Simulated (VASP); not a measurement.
Si2Sb2Te:

```
Si Sb Te
1.0
     1.97500    1.14027    9.00000
    -1.97500    1.14027    9.00000
     0.00000   -2.28053    9.00000
Si Sb Te
2 2 1
Cartesian
  0.0000 0.0000 16.2000
  0.0000 0.0000 10.8000
  0.0000 0.0000 5.7240
  0.0000 0.0000 21.2760
  0.0000 0.0000 0.0000
```

The cell was built by a generator and needn't be a form met in nature.

- Program: VASP 6.6.1
- Task: relaxation of cell and atoms
- Functional: PBE
- Potentials or basis: VASP PAW PBE potentials, release 64 (Si, Sb, Te)
- Cutoff: 520 eV
- k mesh: 4 × 4 × 4
- Occupations: gaussian, width 0.15 eV
- Spin: no spin polarisation

At the start: pressure 0.6 GPa; volume 24.32 Å³/atom.

Task: How do energy, volume and symmetry change on relaxing?

Result: Over 8 steps the energy falls by 30.1 meV/atom and the volume is 24.22 Å³/atom (-0.4 %); space group R-3m (No. 166, to 0.05 Å).

The path:
| step | energy change (eV) | largest force (eV/Å) | pressure (GPa) | volume (Å³) |
| --- | --- | --- | --- | --- |
| 1 | 0.0000 | 0.3280 | 0.58 | 121.61 |
| 2 | -0.0810 | 0.2491 | -0.70 | 123.12 |
| 3 | -0.1066 | 0.1814 | -1.51 | 124.32 |
| 4 | -0.1335 | 0.1930 | 0.39 | 120.18 |
| 5 | -0.1336 | 0.1914 | 0.51 | 120.29 |
| 6 | -0.1336 | 0.1911 | 0.37 | 120.58 |
| 7 | -0.1412 | 0.1365 | 0.17 | 120.74 |
| 8 | -0.1507 | 0.0405 | -0.13 | 121.12 |

Final structure:
```xyz
5
Lattice="2.0460 1.1812 8.3526 -2.0460 1.1812 8.3526 0.0000 -2.3625 8.3526" Properties=species:S:1:pos:R:3 pbc="T T T"
Si    0.0000    0.0000   15.0157
Si    0.0000    0.0000   10.0421
Sb    0.0000    0.0000    5.2198
Sb    0.0000    0.0000   19.8379
Te    0.0000    0.0000    0.0000
```

Caveat: the k mesh is coarse (spacing up to 0.46 Å⁻¹), so the values aren't converged.
